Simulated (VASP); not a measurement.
A cell of AgB (relaxed from the CsCl structure, space group Pm-3m) near equilibrium:

```
AgB
1.0
    2.90136     0.00000     0.00000
    0.00000     2.90136     0.00000
    0.00000     0.00000     2.90136
Ag B
1 1
Direct
  0.00000   0.00000   0.00000
  0.50000   0.50000   0.50000
```

All values below come from r2SCAN meta-GGA, VASP's PBE PAW potentials (set 64) (plane waves; VASP).

| run | ΔE (meV/atom) | σxx | σyy | σzz | largest shear component, with its sign (GPa) | largest force (eV/Å) |
|---|---|---|---|---|---|---|
| as it is | 0.0 | 0.47 | 0.47 | 0.47 | 0.00 | 0.000 |
| after one change | 15.8 | -6.95 | -6.95 | -5.23 | 0.00 | 0.000 |
Stress is in GPa, positive when the cell is compressed.

Question: Name the change that produced these shifts.
A. biaxial strain of +3.0 % in the xy plane
B. uniaxial strain of +4.0 % along x
C. biaxial strain of +0.5 % in the yz plane
D. uniaxial strain of -3.0 % along x

Answer: A, biaxial strain of +3.0 % in the xy plane

The structure was generated: AgB was put into the CsCl type (Pm-3m), which need not be its known phase.
